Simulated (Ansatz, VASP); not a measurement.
# AlNi3 in two plane-wave programs, part 3 of 3

Aim: how closely do two programs agree when they are given the same cell, functional and k mesh? The cell is taken from a series of runs on this material, whose earlier steps may have relaxed, scaled, displaced or heated it; both programs get it as it stands.

VASP 6.6.1 and Ansatz 0.2.0.

So far: Set-up; Ansatz: relaxation of cell and atoms, BLYP with D3(BJ); VASP: relaxation of cell and atoms, BLYP with D3(BJ); Side by side; Ansatz: relaxation of cell and atoms, PBE with D3(BJ).

### 6. VASP: relaxation of cell and atoms, PBE with D3(BJ)

Level of this step: PBE with D3(BJ), spin-polarised from a ferromagnetic start; plane waves and PAW (Al, Ni) (VASP).

The same cell, functional, mesh and smearing now go to VASP, with its own data sets.

The input, INCAR:

```
SYSTEM = AlNi3
PREC = Accurate
ENCUT = 600
EDIFF = 1E-07
NELM = 200
ISMEAR = 0
SIGMA = 0.1
LREAL = .FALSE.
ALGO = Normal
GGA = PE
IVDW = 12
NBANDS = 25
ISPIN = 2
MAGMOM = -0.02 0.27 0.27 0.27
LASPH = .TRUE.
LMAXMIX = 4
LORBIT = 11
LWAVE = .FALSE.
LCHARG = .FALSE.
ISIF = 3
IBRION = 2
NSW = 80
EDIFFG = -0.005
GGA_COMPAT = .FALSE.
NELMIN = 4
KPAR = 2
```

The input, POSCAR:

```
AlNi3
1.0
    3.5230550000      0.0000000000      0.0000000000
    0.0000000000      3.5230550000      0.0000000000
    0.0000000000      0.0000000000      3.5230550000
Al Ni
1 3
Direct
    0.0000000000      0.0000000000      0.0000000000
    0.0000000000      0.4999998581      0.4999998581
    0.4999998581      0.0000000000      0.4999998581
    0.4999998581      0.4999998581      0.0000000000
```

The input, KPOINTS:

```
Automatic mesh
0
Gamma
10 10 10
0 0 0
```

PAW data sets: Al and Ni (PBE family, release 64).

The run is started by

```
> mpirun -np 2 vasp_std
```

Numbers of over 12 decimals in the logs are rounded to 6 here.

What it wrote:

```text
[banner, memory and clock lines left out]
running    2 mpi-ranks, on    1 nodes
[...]
LDA part: xc-table for (Slater+PW92), standard interpolation
 POSCAR, INCAR and KPOINTS ok, starting setup
[...]
entering main loop
       N       E                     dE             d eps       ncg     rms          rms(c)
DAV:   1     0.200881237177E+03    0.20088E+03   -0.15554E+04  5688   0.189E+03
DAV:   2    -0.151647626580E+02   -0.21605E+03   -0.20261E+03  5601   0.332E+02
DAV:   3    -0.259622115801E+02   -0.10797E+02   -0.10168E+02  6375   0.981E+01
DAV:   4    -0.261337932158E+02   -0.17158E+00   -0.17138E+00  6760   0.113E+01
[...]
DAV:  18    -0.218561331875E+02   -0.19171E-06   -0.12440E-06  6397   0.219E-02    0.519E-03
DAV:  19    -0.218561329179E+02    0.26964E-06   -0.28512E-07  4464   0.117E-02    0.157E-03
DAV:  20    -0.218561328890E+02    0.28892E-07   -0.24151E-08  2871   0.169E-03
   1 F= -.23747137E+02 E0= -.23733274E+02  d E =-.237471E+02  mag=     0.0003
[...]
DAV:   7    -0.218523333084E+02    0.32614E-06   -0.18027E-07  4157   0.579E-03    0.322E-03
DAV:   8    -0.218523332493E+02    0.59143E-07   -0.77953E-08  2861   0.582E-03
   2 F= -.23747144E+02 E0= -.23733323E+02  d E =-.665121E-05  mag=     0.0006
 trial-energy change:   -0.000007  1 .order   -0.000003   -0.000105    0.000098
 step:   0.5407(harm=  0.5167)  dis= 0.00000  next Energy=   -23.747166 (dE=-0.288E-04)
[...]
N       E                     dE             d eps       ncg     rms          rms(c)
DAV:   1    -0.218546946469E+02   -0.23613E-02   -0.42636E-03  5709   0.102E+00    0.224E-01
DAV:   2    -0.218549117457E+02   -0.21710E-03   -0.53763E-03  6453   0.131E+00    0.232E-01
DAV:   3    -0.218541182538E+02    0.79349E-03   -0.18312E-03  6473   0.778E-01    0.301E-02
DAV:   4    -0.218541047340E+02    0.13520E-04   -0.30445E-05  5867   0.413E-02    0.658E-03
DAV:   5    -0.218541047480E+02   -0.14041E-07   -0.11942E-06  6773   0.120E-02    0.377E-03
DAV:   6    -0.218541052406E+02   -0.49258E-06   -0.18810E-07  4754   0.595E-03    0.456E-03
DAV:   7    -0.218541051814E+02    0.59210E-07   -0.37794E-08  2853   0.256E-03
   3 F= -.23747166E+02 E0= -.23733326E+02  d E =-.289943E-04  mag=     0.0012
[...]
reached required accuracy - stopping structural energy minimisation
```

From OUTCAR (step 6):

```text
 Edisp (eV)   -1.89481

 Edisp (eV)   -1.89306

  Total       0.00605     0.00605     0.00605     0.00000     0.00000    -0.00000
  in kB       0.22177     0.22177     0.22177     0.00000     0.00000    -0.00000
  external pressure =        0.22 kB  Pullay stress =        0.00 kB

 POSITION                                       TOTAL-FORCE (eV/Angst)
 -----------------------------------------------------------------------------------
      0.00000      0.00000      0.00000        -0.000000      0.000000      0.000000
      0.00000      1.76091      1.76091         0.000000     -0.000000      0.000000
      1.76091     -0.00000      1.76091         0.000000     -0.000000      0.000000
      1.76091      1.76091     -0.00000        -0.000000      0.000000      0.000000
 -----------------------------------------------------------------------------------
    total drift:                                0.000073      0.000073      0.000073

  FREE ENERGIE OF THE ION-ELECTRON SYSTEM (eV)
  ---------------------------------------------------
  free  energy   TOTEN  =       -23.7471661718 eV

  energy  without entropy=      -23.7194850630  energy(sigma->0) =      -23.73332562

 magnetization (x)
# of ion       s       p       d       tot
------------------------------------------
    1        0.000  -0.000   0.000  -0.000
    2       -0.000  -0.000   0.001   0.001
    3       -0.000  -0.000   0.001   0.001
    4       -0.000  -0.000   0.001   0.001
--------------------------------------------------
tot         -0.000  -0.000   0.004   0.004

[... 2 parts as in an earlier step ...]

[... 2 further parts left out ...]
[key lines of the parts left out:]
E-fermi :   9.9030
```

The moments of VASP's start collapse, so its state is non-magnetic.

### 7. Comparison

What differs besides the data sets and the points named for the pairs above, as far as they apply: the data sets hold 57 valence electrons in Ansatz (on its default PAW (the set named soft_2) files) and 33 in VASP. Total energies have different zeros and are not compared.

Both answers:

| quantity | Ansatz | VASP | difference |
| --- | --- | --- | --- |
| volume (Å³) | 43.76 | 43.68 | +0.19 % |
| edge a after relaxation, in the typed setting (Å) | 3.524 | 3.522 | +0.06 % |
| total moment (μB) | 0.72 | 0.00 | +0.72 |
| moment on Ni2 (μB) | 0.27 | 0.00 | +0.27 |
| moment on Ni3 (μB) | 0.27 | 0.00 | +0.27 |
| moment on Ni4 (μB) | 0.27 | 0.00 | +0.27 |

The two runs ended with unlike total or site moments, perhaps in different magnetic states; the other differences may follow from that, so they don't measure the programs' precision.

### 8. Outcome

```yaml
difference_in_volume_relaxation_of_cell_and_atoms_blyp_with_d3_bj: -0.084 %
difference_in_total_moment_relaxation_of_cell_and_atoms_pbe_with_d3_bj: 0.72 μB
```

In words: The difference in volume is -0.084 % (relaxation of cell and atoms, BLYP with D3(BJ)), within the 1.2 % picked in this series as the mark of a large difference, as far as the stopping tolerances let one tell. The data sets hold unlike numbers of valence electrons (57 in Ansatz and 33 in VASP), so part of the differences comes from the potentials. The runs of the relaxation of cell and atoms, PBE with D3(BJ) pair ended with unlike moments, so it says little about numerical agreement. What causes the difference of the relaxation of cell and atoms, PBE with D3(BJ) pair stays open here. 5 further runs of this series are not shown here. How closely two codes agree says nothing of how well the functional describes the real material.

[Lines on the potential files, build, host, timing and source positions are cut from VASP's logs without a mark.]

[Logs are printed without paths, hosts, clocks, repeated set-up lines and the standing remarks that a program may print on its own settings, such as how far it seeks lower states.]

[Hosts, paths, dates, database ids (printed as entryN), source tags and the programs' standing remarks are cut or masked in the printed files.]
